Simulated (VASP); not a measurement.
Input for VASP

**KPOINTS**
```
Automatic mesh
0
Gamma
12 12 12
0 0 0
```

### POSCAR
```
Pb
1
    0.0000000000     2.4849028628     2.4849028628
    2.4849028628     0.0000000000     2.4849028628
    2.4849028628     2.4849028628     0.0000000000
Pb
1
Direct
  0.0000000000   0.0000000000   0.0000000000
```

### INCAR
```
! general
SYSTEM =Pb
PREC   =Accurate
ENCUT  =520
LREAL  =F
LASPH  =T

! electronic loop
EDIFF  =1E-7
NELM   =100
ALGO   =Normal
LMAXMIX=4

! smearing
ISMEAR =1
SIGMA  =0.1

! functional
GGA    =RE

! ions
ISIF   =2

! output
LWAVE  =F
LCHARG =F
```

POTCAR, in this order: Pb_d (PBE.64 set). Program: vasp_std.

Q: Write an equivalent input for Ansatz.

A: One equivalent input (not run):
Ansatz 0.2 input:
```yaml
crystal:
  lattice:
    - [0.0000000, 2.4849029, 2.4849029]
    - [2.4849029, 0.0000000, 2.4849029]
    - [2.4849029, 2.4849029, 0.0000000]
  atoms:
    - { symbol: Pb, position: [0.0000000, 0.0000000, 0.0000000] }
kpoints:
  mp_grid: { grid: [12, 12, 12] }
hamiltonian:
  xc: revpbe
  pseudopotentials: { kind: paw }
scf:
  occupations: { method: methfessel_paxton, width: 0.1 }
  max_iter: 100
output: { forces: true, stress: true, eigenvalues: true }
```
Limits of the translation: each code has its own PAW files, so the cut-off isn't converted (ENCUT is set for VASP's; basis.ecutwfc is left out, and Ansatz then takes the one that its files recommend); Ansatz stops its SCF on the density residual and VASP on the energy change (EDIFF).

The compound is Pb in the fcc structure. This cell is one point of a volume scan, at 0.94 of the reference volume.
